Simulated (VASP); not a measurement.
# TePd with LDA: from relaxation to properties, part 3 of 5

What structure and properties does LDA give TePd, and how near are they to the measured ones? The start is a cell from a database of measured crystal structures.

VASP 6.6.1, plane waves and PAW; the level of theory is named at each step.

So far. Step 4 (Single point with fields (LDA)): In this run the pressure is -0.06 GPa, small enough to go on. Step 5 (Band structure (LDA)): There is no gap at this level. The relaxed cell has a = 4.129, c = 5.559 Å (conventional setting).

## (6) Density of states (LDA)

Level of this step: LDA; plane waves and PAW (Te, Pd) (VASP).

Here the states are counted by energy and projected on the atoms. The mesh is finer than in the run before.

Contents of INCAR:

```
SYSTEM = TePd
PREC = Accurate
ENCUT = 400
EDIFF = 1E-06
NELM = 100
ISMEAR = -5
SIGMA = 0.05
LREAL = .FALSE.
ALGO = Normal
GGA = CA
NBANDS = 30
LASPH = .TRUE.
LORBIT = 11
LWAVE = .FALSE.
LCHARG = .FALSE.
KPAR = 4
NEDOS = 2001
```

Contents of POSCAR:

```
TePd
1.0
    4.1285362154      0.0000000000      0.0000000000
   -2.0642681077      3.5754172431      0.0000000000
    0.0000000000      0.0000000000      5.5586431959
Te Pd
2 2
Direct
    0.3333333333      0.6666666667      0.2500000000
    0.6666666667      0.3333333333      0.7500000000
    0.0000000000      0.0000000000      0.0000000000
    0.0000000000      0.0000000000      0.5000000000
```

Contents of KPOINTS:

```
Automatic mesh
0
Gamma
9 9 6
0 0 0
```

PAW data sets: Te and Pd (LDA family, release 64).

Command:

```bash
$ mpirun -np 4 vasp_std
```

What it wrote:

```text
[... set-up lines as in an earlier step ...]
 entering main loop
       N       E                     dE             d eps       ncg     rms          rms(c)
DAV:   1     0.144932628157E+03    0.14493E+03   -0.11545E+04  2880   0.762E+02
DAV:   2    -0.165242845796E+02   -0.16146E+03   -0.14981E+03  3254   0.190E+02
DAV:   3    -0.223819226580E+02   -0.58576E+01   -0.57851E+01  3498   0.361E+01
DAV:   4    -0.224588325786E+02   -0.76910E-01   -0.76969E-01  3316   0.444E+00
DAV:   5    -0.224609251975E+02   -0.20926E-02   -0.20911E-02  3426   0.717E-01    0.164E+01
DAV:   6    -0.222395186035E+02    0.22141E+00   -0.30981E-01  3288   0.435E+00    0.957E+00
DAV:   7    -0.221821793812E+02    0.57339E-01   -0.11361E-01  3090   0.294E+00    0.192E+00
DAV:   8    -0.221565425485E+02    0.25637E-01   -0.84022E-02  3168   0.257E+00    0.104E+00
DAV:   9    -0.221566779972E+02   -0.13545E-03   -0.34216E-03  3368   0.277E-01    0.850E-01
DAV:  10    -0.221557184681E+02    0.95953E-03   -0.43679E-03  3204   0.441E-01    0.289E-01
DAV:  11    -0.221556503661E+02    0.68102E-04   -0.20141E-04  3336   0.127E-01    0.247E-01
DAV:  12    -0.221556471630E+02    0.32031E-05   -0.33130E-05  3264   0.253E-02    0.101E-01
DAV:  13    -0.221556494058E+02   -0.22428E-05   -0.37134E-06  3338   0.140E-02    0.568E-02
DAV:  14    -0.221556555204E+02   -0.61146E-05   -0.35553E-06  3216   0.143E-02    0.262E-02
DAV:  15    -0.221556627069E+02   -0.71865E-05   -0.19432E-06  2552   0.106E-02    0.427E-03
DAV:  16    -0.221556633373E+02   -0.63041E-06   -0.25925E-07  1746   0.229E-03
   1 F= -.22155663E+02 E0= -.22155663E+02  d E =0.000000E+00
 -----------------------------------------------------------------------------
|                                                                             |
|           W    W    AA    RRRRR   N    N  II  N    N   GGGG   !!!           |
|           W    W   A  A   R    R  NN   N  II  NN   N  G    G  !!!           |
|           W    W  A    A  R    R  N N  N  II  N N  N  G       !!!           |
|           W WW W  AAAAAA  RRRRR   N  N N  II  N  N N  G  GGG   !            |
|           WW  WW  A    A  R   R   N   NN  II  N   NN  G    G                |
|           W    W  A    A  R    R  N    N  II  N    N   GGGG   !!!           |
|                                                                             |
|     Tetrahedron method does not include variations of the Fermi             |
|     occupations, so forces and stress will be inaccurate. We suggest        |
|     using a different smearing scheme ISMEAR = 1 or 2 for metals in         |
|     relaxations.                                                            |
|                                                                             |
 -----------------------------------------------------------------------------
```

Elapsed: 24 s, on 4 MPI ranks of AMD EPYC 7R32 (Zen 2), shared host; peak memory 0.67 GiB.

Parts of OUTCAR (step 6):

```text
   k-points           NKPTS =     48   k-points in BZ     NKDIM =     48   number of bands    NBANDS=     30

   NELECT =      32.0000    total number of electrons

 E-fermi :   9.6457

 k-point     1 :       0.0000    0.0000    0.0000
  band No.  band energies     occupation
    ...
     11       7.3477      2.00000
     12       7.3477      2.00000
     13       8.4049      2.00000
     14       8.4049      2.00000
     15       9.3988      2.00000
     16      10.1120     -0.14291
     17      11.4054      0.00000
     18      11.4054      0.00000
     19      11.7578      0.00000
     20      13.0241      0.00000
    ...

  Total       -0.0126681     -0.0126681      0.0220003      0.0000000      0.0000000     -0.0000000
  in kB       -0.2473601     -0.2473601      0.4295833      0.0000000      0.0000000     -0.0000000
  external PRESSURE =      -0.0217123 kB  Pullay stress =       0.0000000 kB

 POSITION                                       TOTAL-FORCE (eV/Angst)
 -----------------------------------------------------------------------------------
     -0.00000      2.38361      1.38966         0.000000     -0.000000      0.000000
      2.06427      1.19181      4.16898         0.000000      0.000000      0.000000
      0.00000      0.00000      0.00000        -0.000000     -0.000000      0.000000
      0.00000      0.00000      2.77932        -0.000000     -0.000000      0.000000
 -----------------------------------------------------------------------------------
    total drift:                                0.000000     -0.000000      0.000000

  FREE ENERGIE OF THE ION-ELECTRON SYSTEM (eV)
  ---------------------------------------------------
  free  energy   TOTEN  =       -22.1556633373 eV

  energy  without entropy=      -22.1556633373  energy(sigma->0) =      -22.15566334

[... 7 parts as in an earlier step ...]

[... 9 further parts left out ...]
```

With tetrahedra the forces and stress of a metal are not exact derivatives of the energy.

Numbers from this step:

| Item | Value |
| --- | --- |
| SCF cycles | 16 |
| irreducible k-points | 48 |
| free energy (TOTEN) | -22.16 eV |
| Fermi energy | 9.646 eV |
| pressure | -0.002171 GPa |
| DOS at the Fermi level | 1.712 states/eV/cell |

The density of states has structure finer than the step of the table below, so its rows give means over 0.5 eV, whole bins alone (the curve runs from -12.0 to 5.68 eV). Peaks (eV: height): total -4.53: 7.01, -4.06: 7.45, -3.11: 11.9, -2.47: 8.12; Pd d -4.93: 3.75, -4.53: 4.26, -3.11: 10.1, -2.47: 7.08; Te p -6.19: 1.23, -4.93: 1.20, -4.06: 1.17, 1.41: 1.07; Pd p -4.06: 0.419, 4.41: 0.230, 5.36: 0.389, 5.60: 0.381; Pd s -6.27: 0.466, 4.10: 0.709, 4.41: 0.694, 5.36: 0.248.

States under -12.0 eV and over 5.7 eV are left out. Density of states against energy, zero at the Fermi level; means over each step; values in states/eV/cell:

| energy (eV) | total | Pd d | Te p | Pd p | Pd s | Te s | Te d |
| --- | --- | --- | --- | --- | --- | --- | --- |
| -11.5 | 0.810 | 0.0430 | 0.00189 | 0.0245 | 0.00604 | 0.544 | 2.2e-4 |
| -11.0 | 8.7e-4 | 0 | 0 | 3.4e-5 | 6.9e-6 | 6.1e-4 | 0 |
| -10.5 | 0 | 0 | 0 | 0 | 0 | 0 | 0 |
| -10.0 | 0 | 0 | 0 | 0 | 0 | 0 | 0 |
| -9.5 | 0 | 0 | 0 | 0 | 0 | 0 | 0 |
| -9.0 | 0 | 0 | 0 | 0 | 0 | 0 | 0 |
| -8.5 | 0 | 0 | 0 | 0 | 0 | 0 | 0 |
| -8.0 | 0 | 0 | 0 | 0 | 0 | 0 | 0 |
| -7.5 | 0 | 0 | 0 | 0 | 0 | 0 | 0 |
| -7.0 | 0.307 | 0.0527 | 0.0710 | 0.00536 | 0.0632 | 0.00360 | 6.5e-4 |
| -6.5 | 2.66 | 0.470 | 0.669 | 0.0875 | 0.386 | 0.0267 | 0.00455 |
| -6.0 | 3.34 | 0.966 | 0.819 | 0.118 | 0.229 | 0.0310 | 0.00680 |
| -5.5 | 4.04 | 1.90 | 0.843 | 0.105 | 0.152 | 0.0230 | 0.0163 |
| -5.0 | 4.61 | 2.47 | 0.814 | 0.142 | 0.146 | 0.0159 | 0.0255 |
| -4.5 | 5.21 | 3.10 | 0.788 | 0.198 | 0.0610 | 0.0216 | 0.0297 |
| -4.0 | 5.60 | 3.17 | 0.864 | 0.315 | 0.0566 | 0.0314 | 0.0358 |
| -3.5 | 4.63 | 3.71 | 0.198 | 0.0890 | 0.0240 | 0.00772 | 0.0492 |
| -3.0 | 7.65 | 6.52 | 0.188 | 0.0889 | 0.0968 | 0.0146 | 0.0572 |
| -2.5 | 6.03 | 5.09 | 0.208 | 0.0867 | 0.0898 | 0.0408 | 0.0365 |
| -2.0 | 3.32 | 2.34 | 0.324 | 0.115 | 0.0663 | 0.0474 | 0.0217 |
| -1.5 | 2.92 | 1.65 | 0.456 | 0.136 | 0.0828 | 0.0959 | 0.0211 |
| -1.0 | 2.69 | 1.40 | 0.490 | 0.138 | 0.0423 | 0.109 | 0.0218 |
| -0.5 | 2.08 | 1.00 | 0.430 | 0.111 | 0.0310 | 0.0783 | 0.0181 |
| 0.0 | 1.68 | 0.594 | 0.482 | 0.0999 | 0.0304 | 0.0607 | 0.0186 |
| 0.5 | 2.51 | 0.870 | 0.780 | 0.130 | 0.0446 | 0.0650 | 0.0313 |
| 1.0 | 2.10 | 0.702 | 0.710 | 0.0787 | 0.0292 | 0.0394 | 0.0271 |
| 1.5 | 2.15 | 0.685 | 0.801 | 0.0506 | 0.0239 | 0.0258 | 0.0303 |
| 2.0 | 0.215 | 0.0671 | 0.0842 | 0.00430 | 0.00174 | 0.00234 | 0.00274 |
| 2.5 | 0.0245 | 0.00118 | 0.00184 | 0.00290 | 0.00275 | 0.00155 | 0.00222 |
| 3.0 | 0.329 | 0.0209 | 0.0283 | 0.0285 | 0.0648 | 0.0184 | 0.0310 |
| 3.5 | 1.41 | 0.134 | 0.130 | 0.110 | 0.299 | 0.0511 | 0.142 |
| 4.0 | 3.10 | 0.343 | 0.331 | 0.195 | 0.622 | 0.0895 | 0.310 |
| 4.5 | 2.38 | 0.237 | 0.296 | 0.160 | 0.497 | 0.0918 | 0.234 |
| 5.0 | 1.15 | 0.0866 | 0.118 | 0.135 | 0.156 | 0.0246 | 0.153 |

The finer mesh and the other smearing move the Fermi level by +0.12 eV from the 6×6×4 run, one measure of the sampling error in the zero of the bands above. Of the states within 0.3 eV of the Fermi level, the largest shares in the PAW spheres are Pd d 36 %, Te p 29 % and Pd p 6 %. The rest lies in smaller channels or between the spheres.

(Continued in part 4 of 5.)

[Lines on the potential files, build, host, timing and source positions are cut from VASP's logs without a mark.]

[Logs are printed without paths, hosts, clocks, repeated set-up lines and the standing remarks that a program may print on its own settings, such as how far it seeks lower states.]

[Hosts, paths, dates, database ids (printed as entryN), source tags and the programs' standing remarks are cut or masked in the printed files.]

[A measured line is paired with the nearest computed mode of its activity, which favours agreement.]
